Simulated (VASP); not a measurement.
Level of theory: PBEsol GGA, VASP's PBE PAW potentials (set 64) (plane waves; VASP 6.6.1).

VASP input:

**INCAR**
```
SYSTEM  =  Al
PREC  =  Accurate; ENCUT  =  400; LREAL  =  F
LASPH  =  T; ICHARG  =  11
EDIFF  =  1E-7; NELM  =  100; ALGO  =  Normal
ISMEAR  =  0; SIGMA  =  0.05
GGA  =  PS
LWAVE  =  F; LCHARG  =  F; LORBIT  =  11
```

### POSCAR
```
Al
1.0
  2.7007615696   0.0000000000   0.0000000000
  0.0000000000   2.7007615696   0.0000000000
  0.0000000000   0.0000000000   2.7007615696
Al
1
Direct
  0.0000000000   0.0000000000   0.0000000000
```

KPOINTS:
```
k-points along high-symmetry lines
15
Line-mode
Reciprocal
  0.000000   0.000000   0.000000 ! GAMMA
  0.000000   0.500000   0.000000 ! X

  0.000000   0.500000   0.000000 ! X
  0.500000   0.500000   0.000000 ! M

  0.500000   0.500000   0.000000 ! M
  0.000000   0.000000   0.000000 ! GAMMA

  0.000000   0.000000   0.000000 ! GAMMA
  0.500000   0.500000   0.500000 ! R

  0.500000   0.500000   0.500000 ! R
  0.000000   0.500000   0.000000 ! X

  0.500000   0.500000   0.500000 ! R
  0.500000   0.500000   0.000000 ! M
```

POTCAR, in this order: Al (PBE.64 set). Program: vasp_std. Read from the step before: CHGCAR.

Question: What will the output report for the number of irreducible k-points (NKPTS), number of bands (NBANDS), largest plane-wave count, number of space-group operations, FFT grid (NGX, NGY, NGZ)?

Answer: 
The number of irreducible k-points (NKPTS) comes out as 90, the number of bands (NBANDS) is 5 and the largest plane-wave count is 370. The number of space-group operations is 48 and the FFT grid (NGX, NGY, NGZ) is 18 × 18 × 18.

The structure was generated: Al was put into the simple-cubic type (Pm-3m), which need not be its known phase. It was relaxed first, which changed the volume by +6 %.
